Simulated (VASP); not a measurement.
Level of theory: PBEsol GGA, VASP's PBE PAW potentials (set 64) (plane waves; VASP).

VASP ran on this input.

**KPOINTS**
```
Automatic mesh
0
Gamma
10 10 10
0 0 0
```

INCAR:
```
! general
SYSTEM =WTe
PREC   =Accurate
ENCUT  =400
LREAL  =F
LASPH  =T

! electronic loop
EDIFF  =1E-6
NELM   =100
ALGO   =Normal
LMAXMIX=6

! smearing
ISMEAR =1
SIGMA  =0.1

! functional
GGA    =PS

! ions
IBRION =2
NSW    =60
ISIF   =3
EDIFFG =-0.01

! output
LWAVE  =F
LCHARG =F
```

**POSCAR**
```
WTe
1
    3.3013962384     0.0000000000     0.0000000000
    0.0000000000     3.3013962384    -0.0000000000
    0.0000000000     0.0000000000     3.3013962384
W Te
1 1
Direct
  0.0000000000   0.0000000000   0.0000000000
  0.5000000000   0.5000000000   0.5000000000
```

POTCAR, in this order: W_sv Te (PBE.64 set). Program: vasp_std.

Output

**OUTCAR**
```
 ion  position               nearest neighbor table
   1  0.000  0.000  0.000-   2 2.86   2 2.86   2 2.86   2 2.86   2 2.86   2 2.86   2 2.86   2 2.86
  LATTYP: Found a simple cubic cell.
 ALAT       =     3.3013962384
 Subroutine PRICEL returns:
 Original cell was already a primitive cell.
 Subroutine GETGRP returns: Found 48 space group operations
The static configuration has the point symmetry O_h .
The dynamic configuration has the point symmetry O_h .
 Subroutine INISYM returns: Found 48 space group operations
 Subroutine IBZKPT returns following result:
 Found     56 irreducible k-points:

 Following reciprocal coordinates:
            Coordinates               Weight
  0.000000  0.000000  0.000000      1.000000
  0.100000  0.000000  0.000000      6.000000
  0.200000  0.000000  0.000000      6.000000
  0.300000  0.000000  0.000000      6.000000
  0.400000  0.000000  0.000000      6.000000
  0.500000  0.000000  0.000000      3.000000
  0.100000  0.100000  0.000000     12.000000
  0.200000  0.100000  0.000000     24.000000
  0.300000  0.100000  0.000000     24.000000
  0.400000  0.100000  0.000000     24.000000
  0.500000  0.100000  0.000000     12.000000
  0.200000  0.200000  0.000000     12.000000
  0.300000  0.200000  0.000000     24.000000
  0.400000  0.200000  0.000000     24.000000
  0.500000  0.200000  0.000000     12.000000
  0.300000  0.300000  0.000000     12.000000
  0.400000  0.300000  0.000000     24.000000
  0.500000  0.300000  0.000000     12.000000
  0.400000  0.400000  0.000000     12.000000
  0.500000  0.400000  0.000000     12.000000
  0.500000  0.500000  0.000000      3.000000
  0.100000  0.100000  0.100000      8.000000
  0.200000  0.100000  0.100000     24.000000
  0.300000  0.100000  0.100000     24.000000
  0.400000  0.100000  0.100000     24.000000
  0.500000  0.100000  0.100000     12.000000
  0.200000  0.200000  0.100000     24.000000
  0.300000  0.200000  0.100000     48.000000
  0.400000  0.200000  0.100000     48.000000
  0.500000  0.200000  0.100000     24.000000
  0.300000  0.300000  0.100000     24.000000
  0.400000  0.300000  0.100000     48.000000
  0.500000  0.300000  0.100000     24.000000
  0.400000  0.400000  0.100000     24.000000
  0.500000  0.400000  0.100000     24.000000
  0.500000  0.500000  0.100000      6.000000
  0.200000  0.200000  0.200000      8.000000
  0.300000  0.200000  0.200000     24.000000
  0.400000  0.200000  0.200000     24.000000
  0.500000  0.200000  0.200000     12.000000
   k-points           NKPTS =     56   k-points in BZ     NKDIM =     56   number of bands    NBANDS=     14
   number of dos      NEDOS =    301   number of ions     NIONS =      2
   total plane-waves  NPLWV =  13824
   dimension x,y,z NGX =    24 NGY =   24 NGZ =   24
   dimension x,y,z NGXF=    48 NGYF=   48 NGZF=   48
   ions per type =               1   1
   PREC   = accura    normal or accurate (medium, high low for compatibility)
   ISTART =      0    job   : 0-new  1-cont  2-samecut
   ICHARG =      2    charge: 1-file 2-atom 10-const
   ISPIN  =      1    spin polarized calculation?
   LNONCOLLINEAR =      F non collinear calculations
   LSORBIT =      F    spin-orbit coupling
   INIWAV =      1    electr: 0-lowe 1-rand  2-diag
   ENCUT  =  400.0 eV  29.40 Ry    5.42 a.u.   5.38  5.38  5.38*2*pi/ulx,y,z
   NELM   =    100;   NELMIN=  2; NELMDL= -5     # of ELM steps
   EDIFF  = 0.1E-05   stopping-criterion for ELM
   LREAL  =      F    real-space projection
   NLSPLINE    = F    spline interpolate recip. space projectors
   LMAXMIX     =    6 max onsite mixed and CHGCAR
   VOSKOWN=      0    Vosko Wilk Nusair interpolation
...
```

File OSZICAR:
```
       N       E                     dE             d eps       ncg     rms          rms(c)
DAV:   1     0.112968274927E+03    0.11297E+03   -0.88225E+03  1576   0.121E+03
DAV:   2    -0.129279033245E+02   -0.12590E+03   -0.12404E+03  1892   0.321E+02
DAV:   3    -0.164243144749E+02   -0.34964E+01   -0.33851E+01  1982   0.502E+01
DAV:   4    -0.164585799201E+02   -0.34265E-01   -0.34258E-01  1730   0.568E+00
DAV:   5    -0.164591913427E+02   -0.61142E-03   -0.61142E-03  1934   0.761E-01    0.189E+01
DAV:   6    -0.160436056781E+02    0.41559E+00   -0.14180E+00  1742   0.104E+01    0.791E+00
DAV:   7    -0.159833498227E+02    0.60256E-01   -0.78661E-02  1756   0.194E+00    0.314E+00
DAV:   8    -0.159732809808E+02    0.10069E-01   -0.25451E-02  1790   0.114E+00    0.561E-01
DAV:   9    -0.159730788070E+02    0.20217E-03   -0.37208E-04  1754   0.184E-01    0.389E-01
DAV:  10    -0.159729709228E+02    0.10788E-03   -0.28325E-04  1622   0.199E-01    0.309E-02
DAV:  11    -0.159729667185E+02    0.42043E-05   -0.63380E-06  1850   0.274E-02    0.783E-03
DAV:  12    -0.159729658989E+02    0.81965E-06   -0.47806E-07   874   0.731E-03
   1 F= -.15972966E+02 E0= -.15972393E+02  d E =-.159730E+02
       N       E                     dE             d eps       ncg     rms          rms(c)
DAV:   1    -0.159736430120E+02   -0.67629E-03   -0.16727E-02  1688   0.161E+00    0.291E-01
DAV:   2    -0.159730197289E+02    0.62328E-03   -0.22685E-03  1646   0.461E-01    0.528E-02
DAV:   3    -0.159729483785E+02    0.71350E-04   -0.10499E-04  1736   0.881E-02    0.289E-02
DAV:   4    -0.159729307104E+02    0.17668E-04   -0.47263E-05  1730   0.629E-02    0.248E-02
DAV:   5    -0.159729304429E+02    0.26752E-06   -0.11338E-06  1034   0.115E-02
   2 F= -.15972930E+02 E0= -.15972353E+02  d E =0.354560E-04
       N       E                     dE             d eps       ncg     rms          rms(c)
DAV:   1    -0.159733574504E+02   -0.42674E-03   -0.91392E-03  1682   0.119E+00    0.216E-01
DAV:   2    -0.159730196679E+02    0.33778E-03   -0.12234E-03  1634   0.340E-01    0.396E-02
DAV:   3    -0.159729812334E+02    0.38435E-04   -0.56908E-05  1724   0.651E-02    0.217E-02
DAV:   4    -0.159729730444E+02    0.81889E-05   -0.25723E-05  1736   0.465E-02    0.182E-02
DAV:   5    -0.159729734724E+02   -0.42801E-06   -0.59508E-07   844   0.845E-03
   3 F= -.15972973E+02 E0= -.15972400E+02  d E =-.757353E-05
```

### OUTCAR
```
------------------------ aborting loop because EDIFF is reached ----------------------------------------
  FORCE on cell =-STRESS in cart. coord.  units (eV):
  Direction    XX          YY          ZZ          XY          YZ          ZX
  --------------------------------------------------------------------------------------
  Total       -0.0028344     -0.0028344     -0.0028344      0.0000000     -0.0000000      0.0000000
  in kB       -0.1261360     -0.1261360     -0.1261360      0.0000000     -0.0000000      0.0000000
  external PRESSURE =      -0.1261360 kB  Pullay stress =       0.0000000 kB
  volume of cell :       36.00
      direct lattice vectors                 reciprocal lattice vectors
     3.301984626  0.000000000  0.000000000     0.302848170 -0.000000000 -0.000000000
     0.000000000  3.301984626 -0.000000000    -0.000000000  0.302848170 -0.000000000
     0.000000000  0.000000000  3.301984626    -0.000000000  0.000000000  0.302848170
 POSITION                                       TOTAL-FORCE (eV/Angst)
 -----------------------------------------------------------------------------------
      0.00000      0.00000      0.00000        -0.000000      0.000000      0.000000
      1.65099      1.65099      1.65099         0.000000     -0.000000      0.000000
 -----------------------------------------------------------------------------------
    total drift:                               -0.000000      0.000000      0.000000
  FREE ENERGIE OF THE ION-ELECTRON SYSTEM (eV)
  ---------------------------------------------------
  free  energy   TOTEN  =       -15.9729734724 eV

  energy  without entropy=      -15.9712515764  energy(sigma->0) =      -15.97239951

 reached required accuracy - stopping structural energy minimisation
```
(Selected blocks of OUTCAR.)

CONTCAR:
```
WTe
   1.00000000000000
     3.3019846257347440    0.0000000000000000    0.0000000000000000
     0.0000000000000000    3.3019846257347440   -0.0000000000000000
     0.0000000000000000    0.0000000000000000    3.3019846257347440
  W               Te
     1     1
Direct
     0.0000000000000000    0.0000000000000000    0.0000000000000000
     0.5000000000000000    0.5000000000000000    0.5000000000000000
```

**OUTCAR**
```
 val. band max:       12.5204915239   @ k =   0.4000   0.2000   0.0000

 cond. band min:      12.5364441175   @ k =   0.3000   0.1000   0.1000


 Fermi energy:        12.5282282168

 k-point     1 :       0.0000    0.0000    0.0000
  band No.  band energies     occupation
      1     -61.5914      2.00000
      2     -25.7694      2.00000
      3     -25.7694      2.00000
      4     -25.7694      2.00000
      5      -3.0429      2.00000
      6       8.9882      2.00000
      7       8.9882      2.00000
      8      11.2552      2.00000
      9      11.2552      2.00000
     10      11.2552      2.00000
     11      13.1974     -0.00000
     12      13.1974     -0.00000
     13      13.1974     -0.00000
     14      15.4076      0.00000

 k-point     2 :       0.1000    0.0000    0.0000
  band No.  band energies     occupation
      1     -61.5909      2.00000
      2     -25.7849      2.00000
      3     -25.7678      2.00000
      4     -25.7678      2.00000
      5      -2.8969      2.00000
      6       8.4537      2.00000
      7       9.0508      2.00000
      8      10.8688      2.00000
      9      10.8688      2.00000
     10      11.1166      2.00000
     11      13.2106     -0.00000
     12      13.6938     -0.00000
     13      13.6938     -0.00000
     14      16.2093      0.00000

 k-point     3 :       0.2000    0.0000    0.0000
  band No.  band energies     occupation
      1     -61.5897      2.00000
      2     -25.8253      2.00000
      3     -25.7636      2.00000
      4     -25.7636      2.00000
      5      -2.4735      2.00000
      6       6.9666      2.00000
      7       9.2242      2.00000
      8      10.2112      2.00000
      9      10.2112      2.00000
     10      11.5516      2.00000
     11      13.2457     -0.00000
     12      14.7023      0.00000
     13      14.7023      0.00000
     14      17.4418      0.00000

 k-point     4 :       0.3000    0.0000    0.0000
  band No.  band energies     occupation
...
```

Unless said otherwise, spin-orbit coupling is left out, though it shifts the bands of the heavy elements here.

The structure was generated: WTe was put into the CsCl type type (Pm-3m), which need not be its known phase. This run relaxes it. Symmetry was kept, so distortions that lower it aren't found. The start is the result of an earlier pass.
